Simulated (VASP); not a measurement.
Data:

```
CELL_PARAMETERS angstrom
      4.16150     0.00000     0.00000
      0.00000     4.16150     0.00000
      0.00000     0.00000     4.16150
ATOMIC_POSITIONS crystal
  Sc 0.00000 0.00000 0.00000
  Al 0.00000 0.50000 0.50000
  Al 0.50000 0.00000 0.50000
  Al 0.50000 0.50000 0.00000
```

Computed with LDA (Ceperley-Alder, Perdew-Zunger), VASP's LDA PAW potentials (set 64) (plane waves; VASP). Settings: 300 eV cut-off, 7×7×7 Γ-centred mesh, Fermi-Dirac smearing of 0.10 eV, potentials Sc_sv Al.

At this cut-off the stress carries a Pulay error, which pulls relaxed volumes low.

Q: What does the run give for the energy per atom (σ→0), pressure, band gap (on the k-mesh) with the smallest direct gap where there is one?

A: 
```
Property                                                     Value
------------------------  ----------------------------------------
band gap (on the k-mesh)  none (metal, semimetal or under 0.01 eV)
energy per atom (σ→0)                               -5.280 eV/atom
pressure                                                 -7.62 GPa
```

The absolute energy has meaning only against runs of the same code, potentials and settings.

The structure is a typed Al3Sc crystal (Pm-3m). The cell was not relaxed at this level.
